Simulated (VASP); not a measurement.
All values below come from PBEsol GGA, VASP's PBE PAW potentials (set 64) (plane waves; VASP).

VASP input:

### POSCAR
```
Al4P3Sb
22.6119870
  0.0000000000   0.1244771601   0.1244771601
  0.1244771601   0.0000000000   0.1244771601
  0.5000000102   0.5000000102  -0.0020913700
Al Sb P
4 1 3
direct
  0.0268960139   0.0268960139   0.9798279896
  0.9748878332   0.9748878332   0.2688341251
  0.9919362479   0.9919362479   0.5060478141
  0.0088407158   0.0088407158   0.7433694631
  0.2449794275   0.2449794275   0.0662654293
  0.2339950769   0.2339950769   0.3245036924
  0.2506979583   0.2506979583   0.5619765313
  0.2677667262   0.2677667262   0.7991749553
```

KPOINTS:
```
k-points along high-symmetry lines
12
Line-mode
Reciprocal
  0.000000   0.000000   0.000000 ! GAMMA
  0.000000   0.000000  -0.500000 ! T

  0.000000   0.000000  -0.500000 ! T
 -0.328125   0.328125  -0.500000 ! H_2

 -0.343750   0.328125  -0.187500 ! H_0
  0.000000   0.500000   0.500000 ! L

  0.000000   0.500000   0.500000 ! L
  0.000000   0.000000   0.000000 ! GAMMA

  0.000000   0.000000   0.000000 ! GAMMA
 -0.335938   0.335938   0.000000 ! S_0

 -0.335938   0.328125  -0.343750 ! S_2
 -0.500000   0.000000  -1.000000 ! F

 -0.500000   0.000000  -1.000000 ! F
  0.000000   0.000000   0.000000 ! GAMMA
```

### INCAR
```
# general
SYSTEM  = Al4P3Sb
PREC    = Accurate
ENCUT   = 400   # plane-wave cut-off (eV)
LREAL   = F   # projection in real space or not
LASPH   = T   # aspherical one-centre terms
ICHARG  = 11   # fixed density

# electronic loop
EDIFF   = 1E-7   # SCF stop (eV)
NELM    = 100   # most electronic steps
ALGO    = Normal   # blocked Davidson
LMAXMIX = 4   # l cut-off of mixed one-centre charges

# smearing
ISMEAR  = 0
SIGMA   = 0.05   # width (eV)

# functional
GGA     = PS   # PBEsol

# output
LWAVE   = F
LCHARG  = F
LORBIT  = 11   # lm-projected
```

POTCAR, in this order: Al Sb P (PBE.64 set). Program: vasp_std. Read from the step before: CHGCAR.

The resulting files:

**OSZICAR**
```
       N       E                     dE             d eps       ncg     rms          rms(c)
DAV:   1     0.917648607357E+02    0.91765E+02   -0.98465E+03  3528   0.969E+02
DAV:   2    -0.274443431551E+02   -0.11921E+03   -0.11344E+03  4661   0.160E+02
DAV:   3    -0.359302142365E+02   -0.84859E+01   -0.82858E+01  4503   0.435E+01
DAV:   4    -0.361266406892E+02   -0.19643E+00   -0.19497E+00  4391   0.757E+00
DAV:   5    -0.361318197805E+02   -0.51791E-02   -0.51762E-02  4507   0.123E+00
DAV:   6    -0.361319924545E+02   -0.17267E-03   -0.17265E-03  4736   0.227E-01
DAV:   7    -0.361319980678E+02   -0.56134E-05   -0.56129E-05  4629   0.375E-02
DAV:   8    -0.361319982924E+02   -0.22453E-06   -0.22408E-06  4212   0.677E-03
DAV:   9    -0.361319983017E+02   -0.93778E-08   -0.94514E-08  3262   0.142E-03
   1 F= -.36131998E+02 E0= -.36128802E+02  d E =-.639328E-02
```

### OUTCAR
```
 val. band max:        5.9017085231   @ k =   0.0000   0.0000   0.0000

 cond. band min:       5.9523113705   @ k =  -0.4702   0.0597  -0.8807



 k-point     1 :       0.0000    0.0000    0.0000
  band No.  band energies     occupation
      1      -6.9017      2.00000
      2      -6.3622      2.00000
      3      -5.8847      2.00000
      4      -4.9233      2.00000
      5      -0.9757      2.00000
      6       1.2054      2.00000
      7       1.3811      2.00000
      8       3.3683      2.00000
      9       3.3683      2.00000
     10       3.6300      2.00000
     11       3.6301      2.00000
     12       3.9409      2.00000
     13       3.9409      2.00000
     14       4.4732      2.00000
     15       5.9017      1.66771
     16       5.9017      1.66752
     17       6.5015      0.00000
     18       6.7853      0.00000
     19       6.9489      0.00000
     20       8.4947      0.00000
     21       8.6069      0.00000

 k-point     2 :       0.0000    0.0000   -0.0455
  band No.  band energies     occupation
      1      -6.9011      2.00000
      2      -6.3654      2.00000
      3      -5.8804      2.00000
      4      -4.9256      2.00000
      5      -0.9695      2.00000
      6       1.1073      2.00000
      7       1.4820      2.00000
      8       3.3684      2.00000
      9       3.3684      2.00000
     10       3.6297      2.00000
     11       3.6298      2.00000
     12       3.9411      2.00000
     13       3.9411      2.00000
     14       4.4575      2.00000
     15       5.9015      1.67088
     16       5.9015      1.67070
     17       6.5039      0.00000
     18       6.7899      0.00000
     19       6.9519      0.00000
     20       8.4981      0.00000
     21       8.6091      0.00000

 k-point     3 :       0.0000    0.0000   -0.0909
  band No.  band energies     occupation
      1      -6.8993      2.00000
      2      -6.3745      2.00000
      3      -5.8680      2.00000
      4      -4.9325      2.00000
...
```

The density is held fixed in this step, so its total energy and stress have no physical meaning. Unless said otherwise, spin-orbit coupling is left out, though it shifts the bands of the heavy elements here.

The structure was generated: Al4P3Sb was put into an ordered model structure (R3m), which need not be its known phase. It was relaxed first.
